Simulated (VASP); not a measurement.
# BiB (P6_3mc) in VASP: further runs

One crystal, BiB, is run at these levels: PBE, r2SCAN; tasks: single point.

All numbers are computed with VASP 6.6.1; they aren't measurements. Logs are shortened: lines on timing, memory, paths and dates and some standing lists are left out, and cuts for length are marked.

**1. The cell of the first run**

It takes space group P6_3mc (No. 186, hexagonal). Conventional cell: a = 3.732 Å, b = 3.732 Å, c = 6.375 Å, α = 90.00°, β = 90.00°, γ = 120.00°. B (site symmetry 3m) has 4 Bi at 2.31 to 2.36 Å as nearest neighbours. Bi (site symmetry 3m) has 4 B at 2.31 to 2.36 Å as nearest neighbours.

The cell was built by a generator and needn't be a form met in nature.

**2. Single point, PBE (biaxial_xy strain -3.5%)**

File INCAR:

```
SYSTEM = BiB
PREC = Accurate ; ENCUT = 520
EDIFF = 1E-6 ; ISMEAR = -1
SIGMA = 0.02 ; LREAL = .FALSE.
LASPH = .TRUE. ; NELM = 100
ALGO = Fast ; ISIF = 2
LWAVE = .FALSE. ; LCHARG = .TRUE.
GGA = PE ; LELF = .TRUE.
LVHAR = .TRUE. ; NBANDS = 26
```

File KPOINTS:

```
Automatic mesh
0
G
  12 12 4
  0 0 0
```

File POSCAR:

```
BiB
1.0
    3.7322141172      0.0000000000      0.0000000000
   -1.8661070586      3.2321922378      0.0000000000
    0.0000000000      0.0000000000      6.3754468436
B Bi
2 2
Direct
    0.3333333333      0.6666666667      0.0025396235
    0.6666666667      0.3333333333      0.5025396235
    0.3333333333      0.6666666667      0.3724603765
    0.6666666667      0.3333333333      0.8724603765
```

Potentials or basis: VASP PAW PBE potentials, release 64 (B, Bi_d).

On the command line:

```bash
> cat potpaw_PBE.64/B/POTCAR potpaw_PBE.64/Bi_d/POTCAR > POTCAR
> mpirun -np 1 vasp_std > vasp.out
```

OUTCAR:

```text
SYSTEM = BiB
   PREC = Accurate
   ENCUT = 520
   EDIFF = 1E-6
   ISMEAR = -1
   LREAL = .FALSE.
   LASPH = .TRUE.
   NELM = 100
   ISIF = 2
   GGA = PE

 ion  position               nearest neighbor table
   1  0.333  0.667  0.003-   4 2.31   4 2.31   4 2.31   3 2.36
   2  0.667  0.333  0.503-   3 2.31   3 2.31   3 2.31   4 2.36
   3  0.333  0.667  0.372-   2 2.31   2 2.31   2 2.31   1 2.36   4 3.85   4 3.85   4 3.85   4 3.85
                             4 3.85   4 3.85
   4  0.667  0.333  0.872-   1 2.31   1 2.31   1 2.31   2 2.36   3 3.85   3 3.85   3 3.85   3 3.85
                             3 3.85   3 3.85

  LATTYP: Found a hexagonal cell.
 ALAT       =     3.7322141172
 C/A-ratio  =     1.7082210836

  Lattice vectors:

 A1 = (   3.7322141172,   0.0000000000,   0.0000000000)
 A2 = (  -1.8661070586,   3.2321922378,   0.0000000000)
 A3 = (   0.0000000000,   0.0000000000,   6.3754468436)

Analysis of symmetry for initial positions (statically):
=====================================================================
 Subroutine PRICEL returns:
 Original cell was already a primitive cell.

 Routine SETGRP: Setting up the symmetry group for a
 hexagonal supercell.

 Subroutine GETGRP returns: Found 12 space group operations
 (whereof  6 operations were pure point group operations)
 out of a pool of 24 trial point group operations.

The static configuration has the point symmetry C_3v.
 The point group associated with its full space group is C_6v.

Analysis of symmetry for dynamics (positions and initial velocities):
=====================================================================
 Subroutine PRICEL returns:
 Original cell was already a primitive cell.

 Routine SETGRP: Setting up the symmetry group for a
 hexagonal supercell.

 Subroutine GETGRP returns: Found 12 space group operations
 (whereof  6 operations were pure point group operations)
 out of a pool of 24 trial point group operations.

The dynamic configuration has the point symmetry C_3v.
 The point group associated with its full space group is C_6v.

 Subroutine INISYM returns: Found 12 space group operations
 (whereof  6 operations are pure point group operations),
 and found     1 'primitive' translations

----------------------------------------------------------------------------------------

                                     Primitive cell

  volume of cell :      76.9085

  direct lattice vectors                    reciprocal lattice vectors
     3.732214117  0.000000000  0.000000000     0.267937468  0.154693769  0.000000000
    -1.866107059  3.232192238  0.000000000     0.000000000  0.309387538  0.000000000
     0.000000000  0.000000000  6.375446844     0.000000000  0.000000000  0.156851751

  length of vectors
     3.732214117  3.732214117  6.375446844     0.309387538  0.309387538  0.156851751

  position of ions in fractional coordinates (direct lattice)
     0.333333333  0.666666667  0.002539623
     0.666666667  0.333333333  0.502539623
     0.333333333  0.666666667  0.372460377
     0.666666667  0.333333333  0.872460377

  ion indices of the primitive-cell ions
   primitive index   ion index
                 1           1
                 2           2
                 3           3
                 4           4

----------------------------------------------------------------------------------------

 KPOINTS: Automatic mesh

Automatic generation of k-mesh.
 Grid dimensions read from file:
 generate k-points for:   12   12    4

 Generating k-lattice:

  Cartesian coordinates                     Fractional coordinates (reciprocal lattice)
     0.022328122  0.012891147  0.000000000     0.083333333  0.000000000  0.000000000
     0.000000000  0.025782295  0.000000000     0.000000000  0.083333333  0.000000000
     0.000000000  0.000000000  0.039212938     0.000000000  0.000000000  0.250000000

  Length of vectors
     0.025782295  0.025782295  0.039212938

  Shift w.r.t. Gamma in fractional coordinates (k-lattice)
     0.000000000  0.000000000  0.000000000

 Subroutine IBZKPT returns following result:
 ===========================================

 Found     57 irreducible k-points:

 Following reciprocal coordinates:
            Coordinates               Weight
  0.000000  0.000000  0.000000      1.000000
  0.083333 -0.000000  0.000000      6.000000
  0.166667 -0.000000  0.000000      6.000000
  0.250000  0.000000  0.000000      6.000000
  0.333333  0.000000  0.000000      6.000000
  0.416667  0.000000  0.000000      6.000000
[... 16 lines left out ...]
  0.250000  0.000000  0.250000     12.000000
  0.333333  0.000000  0.250000     12.000000
 [... further k-points ...]
   k-points           NKPTS =     57   k-points in BZ     NKDIM =     57   number of bands    NBANDS=     26
   number of dos      NEDOS =    301   number of ions     NIONS =      4
   total plane-waves  NPLWV =  37632
   dimension x,y,z NGX =    28 NGY =   28 NGZ =   48
   dimension x,y,z NGXF=    56 NGYF=   56 NGZF=   96
   ions per type =               2   2
   NGX,Y,Z   is equivalent  to a cutoff of  12.47, 12.47, 12.52 a.u.
   NGXF,Y,Z  is equivalent  to a cutoff of  24.94, 24.94, 25.03 a.u.
 SYSTEM =  BiB
   PREC   = accura    normal or accurate (medium, high low for compatibility)
   ISTART =      0    job   : 0-new  1-cont  2-samecut
   ICHARG =      2    charge: 1-file 2-atom 10-const
   ISPIN  =      1    spin polarized calculation?
   LNONCOLLINEAR =      F non collinear calculations
   LSORBIT =      F    spin-orbit coupling
   LASPH  =      T    aspherical Exc in radial PAW
   ENCUT  =  520.0 eV  38.22 Ry    6.18 a.u.   6.94  6.94 11.85*2*pi/ulx,y,z
   NELM   =    100;   NELMIN=  2; NELMDL= -5     # of ELM steps
   EDIFF  = 0.1E-05   stopping-criterion for ELM
   LREAL  =      F    real-space projection
   EDIFFG = 0.1E-04   stopping-criterion for IOM
   NSW    =      0    number of steps for IOM
   IBRION =     -1    ionic relax: 0-MD 1-quasi-New 2-CG
   NFREE  =      0    steps in history (QN), initial steepest desc. (CG)
   ISIF   =      2    stress and relaxation
   ISYM   =      2    0-nonsym 1-usesym 2-fastsym
   POTIM  = 0.5000    time-step for ionic-motion
   TEBEG  =    0.0;   TEEND  =   0.0 temperature during run
   PSTRESS=    0.0 pullay stress
   NELECT =      36.0000    total number of electrons
   NUPDOWN=      -1.0000    fix difference up-down
   EMIN   =  10.00;   EMAX   =-10.00  energy-range for DOS
   EFERMI =   0.00;   METHOD = LEGACY
   ISMEAR =    -1;   SIGMA  =   0.02  broadening in eV -4-tet -1-fermi 0-gaus
   EFERMI_NEDOS =   21; number of points for ismear=-14 and -15
   IALGO  =     68    algorithm
   IMIX   =      4    mixing-type and parameters
     AMIX     =   0.40;   BMIX     =  1.00
     AMIX_MAG =   1.60;   BMIX_MAG =  1.00
  volume/ion in A,a.u.               =      19.23       129.75
  Fermi-wavevector in a.u.,A,eV,Ry     =   1.271113  2.402056 21.983323  1.615729
  Thomas-Fermi vector in A             =   2.404064
   LORBIT       =      0    0 simple, 1 ext, 2 COOP (PROOUT), +10 PAW based schemes
   GGA     = PE    functional components
   LHFCALC =     F    Hartree Fock is set to
   AEXX    =    0.0000 exact exchange contribution
   IVDW    =     0    specifies the selected vdW correction
   LEPSILON=     F    determine dielectric tensor
   LRPA    =     F    only Hartree local field effects (RPA)
 non-spin polarized calculation
 RMM-DIIS sequential band-by-band and
  energy-cutoff  :      520.00
  volume of cell :       76.91
 maximum number of plane-waves:      2087
 NGX is ok and might be reduce to    28
   NGX = 13   NGY = 13   NGZ = 23

 number of electron      36.0000006 magnetization

 Free energy of the ion-electron system (eV)
  ---------------------------------------------------
  ext. energy  EPLUGINS =         0.00000000
  ---------------------------------------------------
  free energy    TOTEN  =       -17.76017446 eV

  energy without entropy =      -17.76017433  energy(sigma->0) =      -17.76017440

 E-fermi :   8.4274     XC(G=0): -10.3695

 val. band max:        8.2230275239   @ k =   0.0000   0.0000   0.0000
 cond. band min:       8.6690349937   @ k =   0.3333   0.0000   0.2500
 fundamental gap:      0.4460074699
 Fermi energy:         8.4274011039

 k-point     1 :       0.0000    0.0000    0.0000
  band No.  band energies     occupation
      1     -15.2625      2.00000
      2     -15.2496      2.00000
      3     -15.2490      2.00000
      4     -15.2490      2.00000
      5     -15.2344      2.00000
      6     -15.2344      2.00000
[... 18 lines left out ...]
     25      13.2302      0.00000
     26      14.7790      0.00000

 k-point     2 :       0.0833   -0.0000    0.0000
  band No.  band energies     occupation
      1     -15.2594      2.00000
      2     -15.2534      2.00000
      3     -15.2487      2.00000
      4     -15.2443      2.00000
      5     -15.2286      2.00000
      6     -15.2286      2.00000
[... 18 lines left out ...]
     25      13.5219      0.00000
     26      14.8323      0.00000

 k-point     3 :       0.1667   -0.0000    0.0000
  band No.  band energies     occupation
      1     -15.2660      2.00000
      2     -15.2500      2.00000
      3     -15.2458      2.00000
      4     -15.2330      2.00000
      5     -15.2142      2.00000
      6     -15.2130      2.00000
[... 18 lines left out ...]
     25      14.2548      0.00000
     26      14.5590      0.00000

 k-point     4 :       0.2500    0.0000    0.0000
  band No.  band energies     occupation
      1     -15.2777      2.00000
      2     -15.2544      2.00000
      3     -15.2317      2.00000
      4     -15.2227      2.00000
      5     -15.1967      2.00000
      6     -15.1928      2.00000
[... 18 lines left out ...]
     25      14.5403      0.00000
     26      14.8944      0.00000

 k-point     5 :       0.3333    0.0000    0.0000
  band No.  band energies     occupation
      1     -15.2884      2.00000
      2     -15.2605      2.00000
      3     -15.2212      2.00000
      4     -15.2184      2.00000
      5     -15.1863      2.00000
      6     -15.1749      2.00000
[... 18 lines left out ...]
     25      14.7560      0.00000
     26      16.0283      0.00000

 k-point     6 :       0.4167    0.0000    0.0000
  band No.  band energies     occupation
      1     -15.2959      2.00000
      2     -15.2656      2.00000
      3     -15.2184      2.00000
      4     -15.2181      2.00000
      5     -15.1797      2.00000
      6     -15.1685      2.00000
[... 427 lines left out ...]
 k-point    21 :       0.0833   -0.0000    0.2500
  band No.  band energies     occupation
      1     -15.2589      2.00000
      2     -15.2547      2.00000
      3     -15.2464      2.00000
      4     -15.2429      2.00000
      5     -15.2319      2.00000
      6     -15.2316      2.00000
[... 18 lines left out ...]
     25      13.1414      0.00000
     26      14.4319      0.00000

 k-point    22 :       0.1667   -0.0000    0.2500
  band No.  band energies     occupation
      1     -15.2652      2.00000
      2     -15.2571      2.00000
      3     -15.2385      2.00000
      4     -15.2305      2.00000
      5     -15.2187      2.00000
      6     -15.2163      2.00000
[... 18 lines left out ...]
     25      13.8549      0.00000
     26      14.4202      0.00000

 k-point    23 :       0.2500    0.0000    0.2500
  band No.  band energies     occupation
      1     -15.2758      2.00000
      2     -15.2615      2.00000
      3     -15.2269      2.00000
      4     -15.2178      2.00000
      5     -15.2036      2.00000
      6     -15.1966      2.00000
[... 18 lines left out ...]
     25      14.4721      0.00000
     26      14.7307      0.00000

 k-point    24 :       0.3333    0.0000    0.2500
  band No.  band energies     occupation
      1     -15.2856      2.00000
      2     -15.2676      2.00000
      3     -15.2197      2.00000
      4     -15.2111      2.00000
      5     -15.1937      2.00000
      6     -15.1799      2.00000
[... 18 lines left out ...]
     25      14.9185      0.00000
     26      15.5437      0.00000

 [... further k-points ...]

------------------------ aborting loop because EDIFF is reached ----------------------------------------

  FORCE on cell =-STRESS in cart. coord.  units (eV):
  Direction    XX          YY          ZZ          XY          YZ          ZX
  --------------------------------------------------------------------------------------
  -------------------------------------------------------------------------------------
  Total        4.9142358      4.9142358      1.4372583      0.0000000      0.0000000     -0.0000000
  in kB      102.3745976    102.3745976     29.9413260      0.0000000      0.0000000     -0.0000000
  external PRESSURE =      78.2301738 kB  Pullay stress =       0.0000000 kB

 VOLUME and BASIS-vectors are now :
 -----------------------------------------------------------------------------
  energy-cutoff  :      520.00
  volume of cell :       76.91
      direct lattice vectors                 reciprocal lattice vectors
     3.732214117  0.000000000  0.000000000     0.267937468  0.154693769  0.000000000
    -1.866107059  3.232192238  0.000000000     0.000000000  0.309387538  0.000000000
     0.000000000  0.000000000  6.375446844     0.000000000  0.000000000  0.156851751

 POSITION                                       TOTAL-FORCE (eV/Angst)
 -----------------------------------------------------------------------------------
     -0.00000      2.15479      0.01619         0.000000      0.000000      0.012200
      1.86611      1.07740      3.20391        -0.000000      0.000000      0.012200
     -0.00000      2.15479      2.37460         0.000000      0.000000     -0.012200
      1.86611      1.07740      5.56232        -0.000000     -0.000000     -0.012200
 -----------------------------------------------------------------------------------
    total drift:                                0.000000      0.000000      0.001669

  FREE ENERGIE OF THE ION-ELECTRON SYSTEM (eV)
  ---------------------------------------------------
  free  energy   TOTEN  =       -17.7601744572 eV

  energy  without entropy=      -17.7601743330  energy(sigma->0) =      -17.76017440
```

It took 51 s on 1 thread of Intel Xeon 6975P-C (Granite Rapids), shared host; peak memory 0.24 GiB.

What came out:

* Free energy: -17.7602 eV
* Pressure: 7.8 GPa
* Largest force: 0.012 eV/Å
* Band gap on the k mesh: 0.45 eV, indirect (least direct gap 0.55 eV)

Forces in eV/Å, atoms in the order of the input:
```
B    0.000  0.000  0.012
B    0.000  0.000  0.012
Bi   0.000  0.000 -0.012
Bi   0.000  0.000 -0.012
```

Caveat: spin-orbit coupling is left out, which as a rule narrows the gap of such compounds by several tenths of an eV. A k mesh can miss the band edges.

**3. Single point, r2SCAN (hydrostatic strain +4.2%)**

File POSCAR:

```
BiB
1.0
    4.0263844893      0.0000000000      0.0000000000
   -2.0131922447      3.4869512531      0.0000000000
    0.0000000000      0.0000000000      6.6406654323
B Bi
2 2
Direct
    0.3333333333      0.6666666667      0.0000088888
    0.6666666667      0.3333333333      0.5000088888
    0.3333333333      0.6666666667      0.3749911112
    0.6666666667      0.3333333333      0.8749911112
```

File INCAR.step1:

```
ALGO = Normal
EDIFF = 1E-4
ENCUT = 520
GGA = PE
ISMEAR = -1
LASPH = True
LCHARG = False
LREAL = False
LWAVE = True
NBANDS = 26
NELM = 100
PREC = Accurate
SIGMA = 0.02
```

File INCAR.step2:

```
ALGO = Normal
EDIFF = 1E-7
ENCUT = 520
ISIF = 2
ISMEAR = -1
ISTART = 1
LASPH = True
LCHARG = True
LELF = True
LMIXTAU = True
LREAL = False
LVHAR = True
LWAVE = False
METAGGA = R2SCAN
NBANDS = 26
NELM = 100
PREC = Accurate
SIGMA = 0.02
```

File KPOINTS:

```
k-points
0
Gamma
  12 12 4
```

Potentials or basis: VASP PAW PBE potentials, release 64 (B, Bi_d).

On the command line:

```bash
> cat potpaw_PBE.64/B/POTCAR potpaw_PBE.64/Bi_d/POTCAR > POTCAR
> cp INCAR.step1 INCAR
> mpirun -np 1 vasp_std > vasp.out
> cp INCAR.step2 INCAR
> mpirun -np 1 vasp_std > vasp.out
```

Run time: 4.2 min. Hardware: 1 thread of Intel Xeon 6975P-C (Granite Rapids), shared host; peak memory 0.28 GiB.

It converged, with:

* Free energy: -128.3146 eV
* Pressure: -7.4 GPa
* Largest force: 0.006 eV/Å
* Band gap on the k mesh: 0.16 eV, indirect (least direct gap 0.17 eV)

Forces on the atoms (eV/Å):
```
B    0.000  0.000 -0.006
B    0.000  0.000 -0.006
Bi   0.000  0.000  0.006
Bi   0.000  0.000  0.006
```

Levels at points of the mesh, in eV from the valence-band top:
```tsv
k point	band 15	band 16	band 17	band 18	band 19	band 20	band 21	band 22
(0.00, 0.00, 0.00)	-1.45	-0.38	-0.03	-0.02	0.16	0.16	2.69	2.69
(0.50, 0.00, 0.00)	-4.55	-3.11	-2.67	-1.46	0.92	1.58	3.56	4.30
(0.00, 0.00, 0.50)	-0.80	-0.80	-0.80	-0.80	0.63	0.63	3.79	3.79
(0.50, 0.00, 0.50)	-2.53	-2.53	-2.42	-2.42	0.73	0.73	2.68	2.68
```

Caveat: the PAW data sets were made with another functional, which shifts forces and pressure a little; spin-orbit coupling is left out, which as a rule narrows the gap of such compounds by several tenths of an eV. A k mesh can miss the band edges.
